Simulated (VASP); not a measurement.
Crystal: H2, in a box.

```
CELL_PARAMETERS angstrom
11.17151 0.00000 0.00000
0.00000 11.67151 0.00000
0.00000 0.00000 12.17151
ATOMIC_POSITIONS crystal
H 0.50298 0.48780 0.52759
H 0.49722 0.51966 0.47427
```

Base run:

```yaml
Program: VASP 6.6.1
Functional: optB86b-vdW
Potentials_or_basis: VASP PAW PBE potentials, release 64 (H)
Cutoff: 400 eV
k_mesh: 1 × 1 × 1
Occupations: gaussian, width 0.01 eV
Spin: no spin polarisation
```

Its results: gap between the frontier levels 9.98 eV; largest force 0.018 eV/Å.

The run is repeated on the same cell with these changes: functional from optB86b-vdW to rev-vdW-DF2. What comes out?

Gap between the frontier levels 10.07 eV; largest force 0.008 eV/Å.

Caveats: the PAW data sets were made with another functional, which shifts forces and pressure a little.

A k mesh can miss the band edges.

Not every run made on this cell is shown here.
